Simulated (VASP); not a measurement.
OSZICAR of a VASP run on CuI (zinc blende):

### OSZICAR
```
       N       E                     dE             d eps       ncg     rms          rms(c)
DAV:   1     0.432188344077E+03    0.43219E+03   -0.21349E+00   547   0.294E+01    0.278E+00
DAV:   2     0.432299880802E+03    0.11154E+00   -0.19316E+00   608   0.361E+01    0.529E+00
DAV:   3     0.432454146311E+03    0.15427E+00   -0.26057E-01   639   0.968E+00    0.378E+00
DAV:   4     0.432215930716E+03   -0.23822E+00   -0.52146E-02   545   0.399E+00    0.475E+00
DAV:   5     0.432844452182E+03    0.62852E+00   -0.80675E-02   421   0.248E+00    0.191E+00
DAV:   6     0.433121903189E+03    0.27745E+00   -0.37070E-02   485   0.375E+00    0.119E+00
DAV:   7     0.433165986754E+03    0.44084E-01   -0.96308E-03   451   0.866E-01    0.161E+00
DAV:   8     0.433223752475E+03    0.57766E-01   -0.24305E-02   421   0.158E+00    0.173E-01
DAV:   9     0.433259398979E+03    0.35647E-01   -0.34105E-03   486   0.507E-01    0.108E-01
DAV:  10     0.433266717049E+03    0.73181E-02   -0.21515E-04   421   0.188E-01    0.465E-02
DAV:  11     0.433266521007E+03   -0.19604E-03   -0.38160E-04   424   0.308E-01    0.912E-02
DAV:  12     0.433270440092E+03    0.39191E-02   -0.66235E-05   469   0.101E-01    0.794E-02
DAV:  13     0.433273036868E+03    0.25968E-02   -0.11992E-05   649   0.518E-02    0.753E-02
DAV:  14     0.433272989385E+03   -0.47484E-04   -0.25239E-06   428   0.174E-02    0.589E-02
DAV:  15     0.433281642584E+03    0.86532E-02   -0.57426E-05   566   0.176E-01    0.100E-02
DAV:  16     0.433283585216E+03    0.19426E-02   -0.35383E-06   471   0.238E-02    0.909E-03
DAV:  17     0.433283461559E+03   -0.12366E-03   -0.14940E-07   248   0.530E-03    0.631E-03
DAV:  18     0.433283479493E+03    0.17934E-04   -0.37247E-07   303   0.986E-03    0.658E-03
DAV:  19     0.433282751810E+03   -0.72768E-03   -0.17626E-07   238   0.104E-02    0.144E-03
DAV:  20     0.433282749280E+03   -0.25298E-05   -0.11718E-07   238   0.424E-03    0.148E-03
DAV:  21     0.433282577548E+03   -0.17173E-03   -0.46205E-08   238   0.377E-03    0.624E-04
DAV:  22     0.433282536613E+03   -0.40935E-04   -0.10363E-08   228   0.140E-03    0.791E-04
DAV:  23     0.433282477876E+03   -0.58737E-04   -0.93478E-09   238   0.193E-03    0.411E-04
DAV:  24     0.433282422783E+03   -0.55094E-04   -0.26176E-09   233   0.539E-04    0.630E-05
DAV:  25     0.433282430328E+03    0.75451E-05   -0.13170E-09   238   0.649E-04    0.157E-04
DAV:  26     0.433282417787E+03   -0.12540E-04   -0.33012E-10   228   0.281E-04    0.418E-05
DAV:  27     0.433282419608E+03    0.18203E-05   -0.16705E-10   238   0.196E-04    0.316E-05
DAV:  28     0.433282420326E+03    0.71809E-06   -0.83657E-11   238   0.175E-04
   1 F= 0.43328242E+03 E0= 0.43328242E+03  d E =-.156403E-16
       N       E                     dE             ncg
       N       E                     dE             ncg
       N       E                     dE             ncg
       N       E                     dE             ncg
       N       E                     dE             ncg
```

### Question
Which electronic solver shows in the log?

### Answer
It is blocked Davidson (ALGO = Normal, or the opening steps of other solvers). The INCAR had ALGO = Normal.

### Question
Can the final energy be trusted as converged?

### Answer
The run converged. It stopped with EDIFF = 1E-6, NELM = 200 (modified Becke-Johnson potential (mBJ), plane waves, VASP's PBE PAW potentials (set 64)). mBJ is a potential without an energy functional, so only the levels count.

The compound is CuI in the zinc blende structure. It was relaxed first. The cell's shape comes from a PBE relaxation.
